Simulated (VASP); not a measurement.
The system is In2GeO4.

```
CELL_PARAMETERS angstrom
-1.96818 1.96818 6.04868
1.96818 -1.96818 6.04868
1.96818 1.96818 -6.04868
ATOMIC_POSITIONS crystal
In 0.64975 0.64975 0.00000
In 0.35025 0.35025 0.00000
Ge 0.00000 0.00000 0.00000
O 0.75000 0.25000 0.50000
O 0.25000 0.75000 0.50000
O 0.50000 0.00000 0.50000
O 0.00000 0.50000 0.50000
```

The cell was built by a generator and needn't be a form met in nature.

| Property | Result |
| --- | --- |
| Program | VASP 6.6.1 |
| Task | relaxation of cell and atoms |
| Functional | PBE |
| Potentials or basis | VASP PAW PBE potentials, release 64 (In_d, Ge_d, O) |
| Cutoff | 520 eV |
| k mesh | 5 × 5 × 5 |
| Occupations | gaussian, width 0.15 eV |
| Spin | no spin polarisation |

At the start: pressure -1.3 GPa; volume 13.39 Å³/atom.

Task: Where does the relaxation end?

Result: Over 8 steps the energy falls by 61.6 meV/atom and the volume is 13.42 Å³/atom (+0.2 %); space group I4/mmm (No. 139, to 0.05 Å).

The path:
```tsv
step	energy change (eV)	largest force (eV/Å)	pressure (GPa)	volume (Å³)
1	0.0000	2.2816	-1.30	93.72
2	-0.3965	0.5428	1.90	92.20
3	-0.4155	0.0895	2.19	91.79
4	-0.4263	0.1082	-0.89	94.24
5	-0.4280	0.1464	0.15	93.58
6	-0.4279	0.0632	-0.66	93.75
7	-0.4280	0.1721	-0.19	93.63
8	-0.4314	0.0141	-0.38	93.93
```

Final structure:
```cif
data_structure
_symmetry_space_group_name_H-M 'P 1'
_symmetry_Int_Tables_number 1
_cell_length_a 6.5031
_cell_length_b 6.5031
_cell_length_c 6.5031
_cell_angle_alpha 144.125
_cell_angle_beta 144.125
_cell_angle_gamma 51.641
_cell_volume 93.93
loop_
_atom_site_label
_atom_site_type_symbol
_atom_site_fract_x
_atom_site_fract_y
_atom_site_fract_z
_atom_site_occupancy
In1 In 0.66286 0.66286 0.00000 1
In2 In 0.33714 0.33714 0.00000 1
Ge1 Ge 0.00000 0.00000 0.00000 1
O1 O 0.75000 0.25000 0.50000 1
O2 O 0.25000 0.75000 0.50000 1
O3 O 0.50000 0.00000 0.50000 1
O4 O 0.00000 0.50000 0.50000 1
```

Caveat: the k mesh is coarse (spacing up to 0.45 Å⁻¹), so the values aren't converged; the relaxation stopped at a loose force limit of 0.08 eV/Å, so its end isn't a converged minimum.
